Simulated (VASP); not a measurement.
# W: vibrations by finite differences with PBEsol

Crystal: W.

```
CELL_PARAMETERS angstrom
-1.57821 1.57821 1.57821
1.57821 -1.57821 1.57821
1.57821 1.57821 -1.57821
ATOMIC_POSITIONS crystal
W 0.00000 0.00000 0.00000
```

| Item | Value |
| --- | --- |
| Program | VASP 6.6.1 |
| Task | vibrations by finite differences |
| Functional | PBEsol |
| Potentials or basis | VASP PAW PBE potentials, release 64 (W_sv) |
| Cutoff | 520 eV |
| k mesh | 18 × 18 × 18 |
| Occupations | gaussian, width 0.1 eV |
| Spin | no spin polarisation |

```yaml
Elastic_constants_C11_C12_C44: 525, 230, 148 GPa
Voigt_bulk_modulus: 329 GPa
```

Elastic tensor in Voigt notation (GPa, in the Cartesian axes of the cell as first typed):
```
525 230 230   0   0   0
230 525 230   0   0   0
230 230 525   0   0   0
  0   0   0 148   0   0
  0   0   0   0 148   0
  0   0   0   0   0 148
```

Clamped-ion elastic tensor (GPa):
```
525 230 230   0   0   0
230 525 230   0   0   0
230 230 525   0   0   0
  0   0   0 148   0   0
  0   0   0   0 148   0
  0   0   0   0   0 148
```

Wall time 15 min on 1 thread of Intel(R) Xeon(R) Platinum 8559C (Emerald Rapids) (shared host), peak memory 0.57 GiB.

Caveat: elastic constants of metals need much finer meshes, so these are rough; the PAW data sets were made with another functional, which shifts forces and pressure a little. Spin-orbit coupling is left out, which matters for the levels of W.
